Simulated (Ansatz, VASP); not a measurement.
Two plane-wave programs on Mg2C3

```
Mg C
1.0
     2.38702   -2.33941   -0.00634
     2.38702    2.33941   -0.00634
    -1.22536    0.00000    4.85842
Mg C
2 3
Direct
  0.80824 0.80824 0.19843
  0.19176 0.19176 0.80157
  0.30910 0.30910 0.26747
  0.69583 0.69583 0.73854
  0.50000 0.50000 0.50000
```

Alike in both runs: task single point; functional r2SCAN; k mesh 8 × 8 × 6; occupations gaussian, width 0.05 eV; no spin polarisation.

```csv
,VASP,Ansatz
version,VASP 6.6.1,Ansatz 0.2.0
potentials or method,"VASP PAW PBE potentials, release 64 (Mg, C)","scalar-relativistic, plane waves, PAW"
plane-wave cutoff (eV),520,500
valence electrons in the cell,16,32
```

|  | VASP | Ansatz | Ansatz less VASP |
| --- | --- | --- | --- |
| gap on the k mesh at the Fermi level (eV) | 1.93 | 1.93 | -0.008 |
| least direct gap on the mesh (eV) | 2.69 | 2.69 | 0.000 |
| pressure (GPa) | 1.8 | 2.1 | +0.31 |
| largest component of the traceless stress (GPa) | 3.81 | 3.37 | -0.443 |
| rms of the force components (eV/Å) | 0.708 | 0.674 | -0.0347 |

Atom by atom the forces differ by 0.044 eV/Å (rms over components). The two sets of potentials don't hold the same shells in valence.

Caveats: the PAW data sets were made with another functional, which shifts forces and pressure a little (VASP). A k mesh can miss the band edges.
